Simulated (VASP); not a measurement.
Here is the system:

```
Co
1.0
    1.23485    -2.13883     0.00000
    1.23485     2.13883     0.00000
    0.00000     0.00000     3.98821
Co
2
Cartesian
  1.23485   0.71295   0.99705
  1.23485  -0.71295   2.99116
```
Starting moments (μB, in the order of the record's atoms Co Co): 1.6 1.6.

These are PBE GGA with D4 dispersion, VASP's PBE PAW potentials (set 64) (plane waves; VASP) values and carry that method's errors. Settings: 520 eV cut-off, Gaussian smearing of 0.050 eV, potentials Co.

Task: Estimate the cell moment, band gap (along the path) with the smallest direct gap where there is one.

Result: 
band gap (along the path): none (metal, semimetal or under 0.01 eV)
cell moment: 3.14 μB

The absolute energy has meaning only against runs of the same code, potentials and settings.

The compound is Co in the hcp structure. It was relaxed first, which changed the volume by -5 %.
